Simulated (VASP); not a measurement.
BBi (relaxed from the wurtzite structure, space group P6_3mc) relaxed at rising pressure, in one space group throughout; other phases were not tried. The pressures are those reached. Level of theory: PBEsol GGA, VASP's PBE PAW potentials (set 64) (plane waves; VASP 6.6.1).

```
P (GPa)  V (Å³/atom)  k-mesh
-------  -----------  ------
-0.02         20.222   7×7×4
4.94          19.161   7×7×4
10.07         18.322   7×7×4
20.08         17.093   7×7×4
29.96         16.184   7×7×4
```

**Question.** Fit an equation of state and predict the volume at 44.95 GPa.

**Answer.** Least squares on the third-order Birch-Murnaghan form, P = (3B0/2)(y⁷ − y⁵)[1 + (3/4)(B′ − 4)(y² − 1)] with y = (V0/V)^(1/3), gives V0 = 20.212 Å³/atom, B0 = 83 GPa and B′ = 4.4, and so 15.152 Å³/atom. The run gave 15.147 Å³/atom, -0.0 % from the fit.

Pressures at which the relaxation failed are left out.

The structure was generated: BBi was put into the wurtzite type (P6_3mc), which need not be its known phase.
